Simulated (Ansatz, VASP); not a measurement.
## NiPt: VASP beside Ansatz

INCAR

```
SYSTEM = NiPt
PREC = Accurate ; ENCUT = 520
EDIFF = 1E-6 ; ISMEAR = -1
SIGMA = 0.1 ; LREAL = .FALSE.
LASPH = .TRUE. ; NELM = 80
ALGO = Normal ; ISIF = 2
LWAVE = .FALSE. ; LCHARG = .FALSE.
NBANDS = 17
```

File KPOINTS:

```
regular mesh
0
G
  11 11 8
  0 0 0
```

File POSCAR:

```
NiPt
1.0
    2.4511518433      0.0000000000      0.0000000000
    0.0000000000      2.4511518433      0.0000000000
    0.0000000000      0.0000000000      3.2366053604
Ni Pt
1 1
Direct
    0.5000000000      0.5000000000      0.5000000000
    0.0000000000      0.0000000000      0.0000000000
```

Input for Ansatz:

```yaml
crystal:
  lattice:
    - [2.4511518433, 0.0, 0.0]
    - [0.0, 2.4511518433, 0.0]
    - [0.0, 0.0, 3.2366053604]
  atoms:
    - { symbol: Ni, position: [0.5, 0.5, 0.5] }
    - { symbol: Pt, position: [0.0, 0.0, 0.0] }
kpoints:
  mp_grid: { grid: [11, 11, 8] }
scf:
  occupations: { method: fermi_dirac, width: 0.1 }
hamiltonian:
  xc: lda
  pseudopotentials: { kind: paw }
output:
  forces: true
  stress: true
  eigenvalues: true
  write_density: true
  write_potential: true
  elf: true
  volumetric_format: npy
```

Change from the starting cell: volume scaled by 0.74, no spin polarisation, PAW files.

Alike in both runs: task single point; functional LDA; k mesh 11 × 11 × 8; occupations fermi-dirac, width 0.1 eV; no spin polarisation.

|  | VASP | Ansatz |
| --- | --- | --- |
| version | VASP 6.6.1 | Ansatz 0.2.0 |
| potentials or method | VASP PAW LDA potentials, release 64 (Ni, Pt) | PAW with Ansatz's default frozen-core files, scalar-relativistic |
| plane-wave cutoff (eV) | 520 | 420 |
| valence electrons in the cell | 20 | 36 |

```tsv
	VASP	Ansatz	Ansatz less VASP
pressure (GPa)	131.2	129.6	-1.57
largest component of the traceless stress (GPa)	7.38	7.18	-0.199
```

The two sets of potentials don't hold the same shells in valence.

Caveats: the cell as given lies far from equilibrium; so large a pressure means that the cell lies far from this level's equilibrium, or that cutoff or potentials fall short (VASP). Spin polarisation is off, so any magnetic state and its effect on volume and gap are missing. Spin-orbit coupling is left out, which matters for the levels of Pt.
